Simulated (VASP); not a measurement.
These are PBEsol GGA, VASP's PBE PAW potentials (set 64) (plane waves; VASP 6.6.1) values and carry that method's errors.

Input for VASP

**KPOINTS**
```
Automatic mesh
0
Gamma
17 17 17
0 0 0
```

### INCAR
```
! general
SYSTEM = P
PREC   = Accurate
ENCUT  = 400   ! plane-wave cut-off (eV)
LREAL  = .False.   ! projection in real space or not
LASPH  = .True.   ! aspherical one-centre terms

! electronic loop
EDIFF  = 1E-7   ! SCF stop (eV)
NELM   = 100
ALGO   = Normal   ! blocked Davidson

! smearing
ISMEAR = -5

! functional
GGA    = PS   ! PBEsol

! ions
ISIF   = 2   ! forces and stress, cell fixed

! output
LWAVE  = .False.
LCHARG = .True.
LORBIT = 11
NEDOS  = 601   ! DOS grid
```

### POSCAR
```
P
1
    2.4228262108    -0.0000000000    -0.0000000000
   -0.0000000000     2.4228262108    -0.0000000000
    0.0000000000     0.0000000000     2.4228262108
P
1
Direct
  0.0000000000   0.0000000000   0.0000000000
```

POTCAR, in this order: P (PBE.64 set). Program: vasp_std.

For a metal the tetrahedron method with Blöchl corrections gives inexact stress and forces.

**Question.** Predict the energy per atom (σ→0), band gap (on the k-mesh).

**Answer.** 
The energy per atom (σ→0) comes out as -5.773 eV/atom and the band gap (on the k-mesh) comes out as none (metal, semimetal or under 0.01 eV).

### OSZICAR
```
...
DAV:   5    -0.578296465288E+01   -0.19059E-06   -0.19289E-06  2436   0.675E-03    0.472E+00
DAV:   6    -0.577650172247E+01    0.64629E-02   -0.60375E-04  2664   0.251E-01    0.277E+00
DAV:   7    -0.577270671182E+01    0.37950E-02   -0.14911E-03  2286   0.415E-01    0.913E-02
DAV:   8    -0.577273041804E+01   -0.23706E-04   -0.31583E-05  3108   0.562E-02    0.121E-02
DAV:   9    -0.577273169299E+01   -0.12750E-05   -0.83801E-07  2520   0.972E-03    0.180E-03
DAV:  10    -0.577273144694E+01    0.24606E-06   -0.69646E-08  2832   0.236E-03    0.212E-04
DAV:  11    -0.577273143327E+01    0.13665E-07   -0.90448E-10  1554   0.323E-04
   1 F= -.57727314E+01 E0= -.57727314E+01  d E =0.000000E+00
```

The structure was generated: P was put into the simple-cubic type (Pm-3m), which need not be its known phase. It was relaxed first, which changed the volume by -13 %.
